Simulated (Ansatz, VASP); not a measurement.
# W2CS2 (W2CS2 MXene, 2 layers, AB) in two plane-wave programs, part 2 of 2

Wanted: the spread between two codes on one cell, functional and k mesh. The structure shown is the start of the Ansatz relaxation below; VASP solves that cell, so the two are compared at the walk's first step.

VASP 6.6.1 and Ansatz 0.2.0.

So far: Set-up; Ansatz: relaxation, PBE with D4.

## Step 3: VASP: single point, PBE with D4, start cell

Level of this step: PBE with D4, no spin polarisation; plane waves and PAW (S, W, C) (VASP).

The same cell, functional, mesh and smearing now go to VASP, with its own data sets.

Lines of VASP's logs that name or quote its potential files are left out, and so is its time.

Contents of INCAR:

```
SYSTEM = W2CS2
PREC = Accurate
ENCUT = 520
EDIFF = 1E-06
NELM = 120
ISMEAR = -1
SIGMA = 0.05
LREAL = .FALSE.
ALGO = Normal
GGA = PE
IVDW = 13
NBANDS = 38
LASPH = .TRUE.
LORBIT = 11
LWAVE = .FALSE.
LCHARG = .FALSE.
ISIF = 2
LDIPOL = .TRUE.
IDIPOL = 3
DIPOL = 0.5 0.5 0.5
LVHAR = .TRUE.
GGA_COMPAT = .FALSE.
NELMDL = -8
KPAR = 2
```

Contents of POSCAR:

```
W2CS2
1.0
    3.1254080000      0.0000000000      0.0000000000
   -1.5627040000      2.7066830000      0.0000000000
    0.0000000000      0.0000000000     60.8001700000
S W C
4 4 2
Direct
    0.3333332718      0.6666665435      0.3774660498
    0.6666667282      0.3333334565      0.4753290163
    0.6666667282      0.3333334565      0.5246709837
    0.0000000000      0.0000000000      0.6225339502
    0.6666667282      0.3333334565      0.4061146540
    0.3333332718      0.6666665435      0.4466804122
    0.0000000000      0.0000000000      0.5533195878
    0.6666667282      0.3333334565      0.5938853460
    0.0000000000      0.0000000000      0.4263975249
    0.3333332718      0.6666665435      0.5736024587
```

Contents of KPOINTS:

```
Automatic mesh
0
Gamma
10 10 1
0 0 0
```

Potentials, in the order of the species: S, W and C (PBE family, release 64).

On the command line:

```
> mpirun -np 2 vasp_std
```

Numbers of over 12 decimals in the logs are rounded to 6 here.

What it wrote:

```text
[banner, memory and clock lines left out]
running    2 mpi-ranks, on    1 nodes
 distrk:  each k-point on    1 cores,    2 groups
 distr:  one band on    1 cores,    1 groups

 POSCAR found type information on POSCAR S W C
 POSCAR found :  3 types and      10 ions
 LDA part: xc-table for (Slater+PW92), standard interpolation
|                                                                             |
|           W    W    AA    RRRRR   N    N  II  N    N   GGGG   !!!           |
|           W    W   A  A   R    R  NN   N  II  NN   N  G    G  !!!           |
|           W    W  A    A  R    R  N N  N  II  N N  N  G       !!!           |
|           W WW W  AAAAAA  RRRRR   N  N N  II  N  N N  G  GGG   !            |
|           WW  WW  A    A  R   R   N   NN  II  N   NN  G    G                |
|           W    W  A    A  R    R  N    N  II  N    N   GGGG   !!!           |
|                                                                             |
|     One of the lattice vectors is very long (>50 A), but AMIN is rather     |
|     large. This can spoil convergence since charge sloshing might occur     |
|     along the long lattice vector. If problems with convergence are         |
|     observed, try to decrease AMIN to a smaller value (e.g. 0.01).          |
|     Note: This warning only applies if the self-consistency cycle is        |
|     used.                                                                   |
|                                                                             |

 POSCAR, INCAR and KPOINTS ok, starting setup
 FFT: planning ... GRIDC
 FFT: planning ... GRID_SOFT
 FFT: planning ... GRID
 WAVECAR not read
 entering main loop
       N       E                     dE             d eps       ncg     rms          rms(c)
DAV:   1     0.432781693437E+03    0.43278E+03   -0.20000E+04  1104   0.112E+03
DAV:   2    -0.332419154047E+02   -0.46602E+03   -0.44886E+03  1578   0.243E+02
DAV:   3    -0.962494453962E+02   -0.63008E+02   -0.61920E+02  1310   0.961E+01
DAV:   4    -0.988834579159E+02   -0.26340E+01   -0.25707E+01  1496   0.220E+01
DAV:   5    -0.989989455560E+02   -0.11549E+00   -0.11430E+00  1538   0.402E+00
DAV:   6    -0.990032725514E+02   -0.43270E-02   -0.43196E-02  1532   0.794E-01
DAV:   7    -0.990035011610E+02   -0.22861E-03   -0.22845E-03  1618   0.163E-01
DAV:   8    -0.990035117450E+02   -0.10584E-04   -0.10581E-04  1472   0.300E-02    0.566E+01
DAV:   9    -0.894497212269E+02    0.95538E+01   -0.55566E+01  1430   0.280E+01    0.229E+01
DAV:  10    -0.893241573579E+02    0.12556E+00   -0.11066E+01  1358   0.152E+01    0.127E+01
DAV:  11    -0.893263125310E+02   -0.21552E-02   -0.89077E+00  1640   0.129E+01    0.443E+00
DAV:  12    -0.896421124040E+02   -0.31580E+00   -0.14468E+01  1730   0.158E+01    0.442E+00
DAV:  13    -0.886195329481E+02    0.10226E+01   -0.51095E+00  1674   0.920E+00    0.666E-01
DAV:  14    -0.886325126495E+02   -0.12980E-01   -0.24961E-01  1318   0.232E+00    0.622E-01
[...]
DAV:  26    -0.886310380513E+02   -0.24089E-05   -0.72350E-07   622   0.420E-03    0.720E-03
DAV:  27    -0.886310395806E+02   -0.15293E-05   -0.82124E-07   586   0.360E-03    0.506E-03
DAV:  28    -0.886310501712E+02   -0.10591E-04   -0.14639E-06   792   0.504E-03    0.143E-03
DAV:  29    -0.886310571818E+02   -0.70106E-05   -0.12769E-06   662   0.463E-03    0.174E-03
DAV:  30    -0.886310592208E+02   -0.20390E-05   -0.32750E-07   586   0.266E-03    0.140E-03
DAV:  31    -0.886310631866E+02   -0.39658E-05   -0.18096E-07   586   0.192E-03    0.851E-04
DAV:  32    -0.886310664643E+02   -0.32778E-05   -0.11333E-07   616   0.148E-03    0.718E-04
DAV:  33    -0.886310671406E+02   -0.67630E-06   -0.67078E-08   586   0.993E-04
   1 F= -.92822664E+02 E0= -.92810406E+02  d E =-.245158E-01
```

OUTCAR, selected parts (step 3):

```text
ion  position               nearest neighbor table
   1  0.333  0.667  0.377-   5 2.51   5 2.51   5 2.51
   2  0.667  0.333  0.475-   6 2.51   6 2.51   6 2.51
   3  0.667  0.333  0.525-   7 2.51   7 2.51   7 2.51
   4  0.000  0.000  0.623-   8 2.51   8 2.51   8 2.51
   5  0.667  0.333  0.406-   9 2.19   9 2.19   9 2.19   1 2.51   1 2.51   1 2.51   6 3.06   6 3.06
                             6 3.06
   6  0.333  0.667  0.447-   9 2.19   9 2.19   9 2.19   2 2.51   2 2.51   2 2.51   5 3.06   5 3.06
                             5 3.06
   7  0.000  0.000  0.553-  10 2.19  10 2.19  10 2.19   3 2.51   3 2.51   3 2.51   8 3.06   8 3.06
                             8 3.06
   8  0.667  0.333  0.594-  10 2.19  10 2.19  10 2.19   4 2.51   4 2.51   4 2.51   7 3.06   7 3.06
                             7 3.06
   9  0.000  0.000  0.426-   5 2.19   5 2.19   5 2.19   6 2.19   6 2.19   6 2.19
  10  0.333  0.667  0.574-   7 2.19   7 2.19   7 2.19   8 2.19   8 2.19   8 2.19

  LATTYP: Found a hexagonal cell.
 ALAT       =     3.1254080000
 C/A-ratio  =    19.4535145491

 Subroutine GETGRP returns: Found 12 space group operations
 (whereof  6 operations were pure point group operations)

The static configuration has the point symmetry C_3v.
 The point group associated with its full space group is D_3d.

 Found     14 irreducible k-points:

   k-points           NKPTS =     14   k-points in BZ     NKDIM =     14   number of bands    NBANDS=     38

   dimension x,y,z NGX =    24 NGY =   24 NGZ =  480
   dimension x,y,z NGXF=    48 NGYF=   48 NGZF=  960

   ENCUT  =  520.0 eV  38.22 Ry    6.18 a.u.   5.81  5.81113.05*2*pi/ulx,y,z

   NELECT =      56.0000    total number of electrons

 k-points in reciprocal lattice and weights: Automatic mesh
   0.00000000  0.00000000  0.00000000       0.010
   0.10000000 -0.00000000  0.00000000       0.060
   0.20000000 -0.00000000  0.00000000       0.060
   0.30000000  0.00000000  0.00000000       0.060
   0.40000000  0.00000000  0.00000000       0.060
   0.50000000  0.00000000  0.00000000       0.030
   0.10000000  0.10000000  0.00000000       0.060
   0.20000000  0.10000000  0.00000000       0.120
   0.30000000  0.10000000  0.00000000       0.120
[...]
0.40000000  0.20000000  0.00000000       0.060
   0.30000000  0.30000000  0.00000000       0.060

 dipolmoment           0.000000      0.000000      0.000004 electrons x Angstroem

 average (electrostatic) potential at core
       1 -93.5044       2 -93.5225       3 -93.5225       4 -93.5044       5 -48.2938
       6 -48.2901       7 -48.2900       8 -48.2937       9 -57.3146      10 -57.3145

 E-fermi :  -1.3159

 k-point     1 :       0.0000    0.0000    0.0000
  band No.  band energies     occupation
    ...
     26      -2.9174      2.00000
     27      -1.5255      1.97023
     28      -1.5255      1.97023
     29      -1.4317      1.82043
     30      -1.4317      1.82042
     31      -1.0568      0.01119
     32      -1.0568      0.01119
     33      -1.0565      0.01112
     34      -1.0565      0.01112
     35      -0.1133      0.00000
    ...

 k-point     2 :       0.1000   -0.0000    0.0000
  band No.  band energies     occupation
    ...
     26      -2.8977      2.00000
     27      -1.7965      1.99987
     28      -1.6424      1.99709
     29      -1.5657      1.98658
     30      -1.4990      1.94995
     31      -0.9511      0.00136
     32      -0.9485      0.00129
     33      -0.6399      0.00000
     34      -0.6119      0.00000
     35       0.0393      0.00000
    ...

 k-point     3 :       0.2000   -0.0000    0.0000
  band No.  band energies     occupation
    ...
     26      -3.3642      2.00000
     27      -2.0064      2.00000
     28      -1.7151      1.99932
     29      -1.6756      1.99850
     30      -1.6347      1.99660
     31      -0.8574      0.00021
     32      -0.8082      0.00008
     33      -0.3465      0.00000
     34       0.0035      0.00000
     35       0.1072      0.00000
    ...

  DFT-D4 for vdW energy calculation

  Edisp (eV):   -4.19160

  Total      -4.26245    -4.26245   -15.78953     0.00000     0.00000    -0.00000
  in kB     -13.27764   -13.27764   -49.18479     0.00000     0.00000    -0.00000
  external pressure =      -25.25 kB  Pullay stress =        0.00 kB

  energy-cutoff  :      520.00
  volume of cell :      514.34
      direct lattice vectors                 reciprocal lattice vectors
     3.125408000  0.000000000  0.000000000     0.319958226  0.184727949  0.000000000
    -1.562704000  2.706683000  0.000000000     0.000000000  0.369455899  0.000000000
     0.000000000  0.000000000 60.800170000     0.000000000  0.000000000  0.016447322

 POSITION                                       TOTAL-FORCE (eV/Angst)
 -----------------------------------------------------------------------------------
      0.00000      1.80445     22.95000        -0.000000     -0.000000      1.379225
      1.56270      0.90223     28.90008        -0.000000      0.000000     -1.737009
      1.56270      0.90223     31.90009        -0.000000     -0.000000      1.737009
      0.00000      0.00000     37.85017         0.000000      0.000000     -1.379225
      1.56270      0.90223     24.69184        -0.000000      0.000000      0.123557
      0.00000      1.80445     27.15824        -0.000000      0.000000     -0.187426
      0.00000      0.00000     33.64193         0.000000     -0.000000      0.187426
      1.56270      0.90223     36.10833         0.000000     -0.000000     -0.123557
      0.00000      0.00000     25.92504         0.000000      0.000000      0.012253
      0.00000      1.80445     34.87513        -0.000000      0.000000     -0.012253
 -----------------------------------------------------------------------------------
    total drift:                                0.000000     -0.000082      0.000656

  FREE ENERGIE OF THE ION-ELECTRON SYSTEM (eV)
  ---------------------------------------------------
  free  energy   TOTEN  =       -92.8226639809 eV

  energy  without entropy=      -92.7981481332  energy(sigma->0) =      -92.81040606

 vacuum level on the upper side and lower side of the slab         3.588         3.588

 total charge
# of ion       s       p       d       tot
------------------------------------------
    1        1.368   2.305   0.000   3.674
    2        1.375   2.304   0.000   3.680
    3        1.375   2.304   0.000   3.680
    4        1.368   2.305   0.000   3.674
    5        0.544   0.697   4.187   5.428
    6        0.545   0.696   4.187   5.429
    7        0.545   0.696   4.187   5.429
    8        0.544   0.697   4.187   5.428
    9        0.862   1.554   0.000   2.417
   10        0.862   1.554   0.000   2.417
--------------------------------------------------
tot          9.391  15.114  16.748  41.253

[... 3 further parts left out ...]
```

This run has no spin polarisation, so a moment on W, if there is one, isn't seen. The data set W keeps the semicore shell frozen, which is cheaper and a little less accurate.

## Step 4: Comparison

Known differences besides the potentials themselves: Ansatz cuts the interaction across the vacuum, VASP repeats the sheet with a dipole correction; the data sets hold 88 valence electrons in Ansatz (on its default PAW (the set named soft_2) files) and 56 in VASP; the cutoff is 420 eV in Ansatz and 520 eV in VASP. Total energies have different zeros and are not compared.

Forces (eV/Å; atoms numbered as in POSCAR):

| atom | Ansatz x, y, z | VASP x, y, z |
| --- | --- | --- |
| S1 | 0.000, 0.000, 1.319 | 0.000, 0.000, 1.379 |
| S2 | 0.000, 0.000, -1.672 | 0.000, 0.000, -1.737 |
| S3 | 0.000, 0.000, 1.672 | 0.000, 0.000, 1.737 |
| S4 | 0.000, 0.000, -1.319 | 0.000, 0.000, -1.379 |
| W5 | 0.000, 0.000, 0.133 | 0.000, 0.000, 0.124 |
| W6 | 0.000, 0.000, -0.187 | 0.000, 0.000, -0.187 |
| W7 | 0.000, 0.000, 0.187 | 0.000, 0.000, 0.187 |
| W8 | 0.000, 0.000, -0.133 | 0.000, 0.000, -0.124 |
| C9 | 0.000, 0.000, 0.013 | 0.000, 0.000, 0.012 |
| C10 | 0.000, 0.000, -0.013 | 0.000, 0.000, -0.012 |

The forces differ by 23 meV/Å r.m.s., which is 4.0 % of the r.m.s. force of 0.576 eV/Å (both taken over all components). With vacuum in the cell, a pressure given here is an average over mostly empty space and none of the material.

## Step 5: Outcome

```
r.m.s. force difference (single point, PBE with D4, start cell) : 4.0 % of the r.m.s. force
```

**Reading.** The r.m.s. force difference is 4.0 % of the r.m.s. force (single point, PBE with D4, start cell), beyond the 3 % picked in this series as the mark of a large difference. The data sets hold unlike numbers of valence electrons (88 in Ansatz and 56 in VASP), so part of the differences comes from the potentials. What causes the difference of the single point, PBE with D4, start cell pair stays open here. 1 further run of this series is not shown here. Such differences can come from data sets, numerical settings and the points named under the comparisons, not from the functional's error against experiment.

[Lines on the potential files, build, host, timing and source positions are cut from VASP's logs without a mark.]

[Logs are printed without paths, hosts, clocks, repeated set-up lines and the standing remarks that a program may print on its own settings, such as how far it seeks lower states.]

[Hosts, paths, dates, database ids (printed as entryN), source tags and the programs' standing remarks are cut or masked in the printed files.]
